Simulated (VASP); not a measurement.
An input for Ansatz (written as the equivalent of a VASP run, and not itself run):

Ansatz 0.2 input:
```yaml
crystal:
  lattice:
    - [0.0000000, 1.8312860, 1.8312860]
    - [1.8312860, 0.0000000, 1.8312860]
    - [1.8312860, 1.8312860, 0.0000000]
  atoms:
    - { symbol: B, position: [0.0000000, 0.0000000, 0.0000000] }
    - { symbol: N, position: [0.2500000, 0.2500000, 0.2500000] }
kpoints:
  mp_grid: { grid: [4, 4, 4] }
hamiltonian:
  xc: pbe
  pseudopotentials: { kind: paw }
scf:
  occupations: { method: gaussian, width: 0.01 }
  max_iter: 100
output: { forces: true, stress: true, eigenvalues: true }
```

### Question
Translate this input to VASP (INCAR, KPOINTS, POSCAR, choice of POTCAR).

### Answer
One answer among several that fit: 
**INCAR**
```
# general
SYSTEM = BN
PREC   = Normal
ENCUT  = 500
LREAL  = .FALSE.
LASPH  = .TRUE.

# electronic loop
EDIFF  = 1E-8
NELM   = 100
ALGO   = Normal

# smearing
ISMEAR = 0
SIGMA  = 0.01

# functional
GGA    = PE

# output
LWAVE  = .TRUE.
LCHARG = .FALSE.
```

POSCAR:
```
BN
1
    0.0000000000     1.8312860000     1.8312860000
    1.8312860000     0.0000000000     1.8312860000
    1.8312860000     1.8312860000     0.0000000000
B N
1 1
Direct
  0.0000000000   0.0000000000   0.0000000000
  0.2500000000   0.2500000000   0.2500000000
```

**KPOINTS**
```
Automatic mesh
0
Gamma
4 4 4
0 0 0
```

POTCAR, in this order: B_GW N_GW_new (PBE.64 set). Program: vasp_std.

The two are equivalent in intent, not identical: each code has its own PAW files, so the cut-off isn't converted (ENCUT is set for VASP's; basis.ecutwfc is left out, and Ansatz then takes the one that its files recommend); Ansatz stops its SCF on the density residual and VASP on the energy change (EDIFF).

The compound is BN in the zinc blende structure. This cell is one point of a volume scan, at 1.04 of the reference volume. The k-mesh is coarse (spacing up to 0.74 per Å, 2π included), so the numbers may not be converged in it.
